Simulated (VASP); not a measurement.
Data:

```
CELL_PARAMETERS angstrom
      0.00000     1.79251     1.79251
      1.79251     0.00000     1.79251
      1.79251     1.79251     0.00000
ATOMIC_POSITIONS crystal
  B  0.00000 0.00000 0.00000
  N  0.75000 0.75000 0.75000
```

Calculation: PBE GGA, VASP's PBE PAW potentials (set 64) (plane waves; VASP). Numerical set-up: 400 eV cut-off, 13×13×13 Γ-centred mesh, Gaussian smearing of 0.010 eV, potentials B N.

### Question
Give the energies of bands 2 to 7 at the high-symmetry points, in eV from the valence-band maximum.

### Answer

| band | Γ | X | U | L | W |
|---|---|---|---|---|---|
| 2 | 0.00 | -9.12 | -8.30 | -10.96 | -7.73 |
| 3 | 0.00 | -5.07 | -7.91 | -2.02 | -7.19 |
| 4 | 0.00 | -5.07 | -4.22 | -2.02 | -6.72 |
| 5 | 8.91 | 4.45 | 6.95 | 10.43 | 9.69 |
| 6 | 8.91 | 9.34 | 13.08 | 10.82 | 13.57 |
| 7 | 8.91 | 18.29 | 16.11 | 10.82 | 14.63 |

The gap is indirect, 4.45 eV, from the valence maximum at Γ to the conduction minimum at X.

The structure comes from a computed database's BN entry; how it stands against other phases isn't given here. The cell was not relaxed at this level.
